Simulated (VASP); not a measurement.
Given:

```yaml
crystal:
  lattice:
    - [-1.54454, 1.54454, 1.54454]
    - [1.54454, -1.54454, 1.54454]
    - [1.54454, 1.54454, -1.54454]
  atoms:
    - { symbol: W, position: [0.00000, 0.00000, 0.00000] }
```

Computed with SCAN meta-GGA, VASP's PBE PAW potentials (set 64) (plane waves; VASP). Numerical set-up: 520 eV cut-off, 16×16×16 Γ-centred mesh, first-order Methfessel-Paxton smearing of 0.10 eV, potentials W_sv.

Unless said otherwise, spin-orbit coupling is left out, though it shifts the bands of the heavy elements here.

Q: Estimate the energy per atom (σ→0), pressure, band gap (on the k-mesh) with the smallest direct gap where there is one.

A: 
The band gap (on the k-mesh) is none (metal, semimetal or under 0.01 eV), the energy per atom (σ→0) comes out as -69632 meV/atom and the pressure is 22.73 GPa.

Total energies compare only between runs with the same potentials, cut-off and functional.

The compound is W in the bcc structure. This cell is one point of a volume scan, at 0.94 of the reference volume.
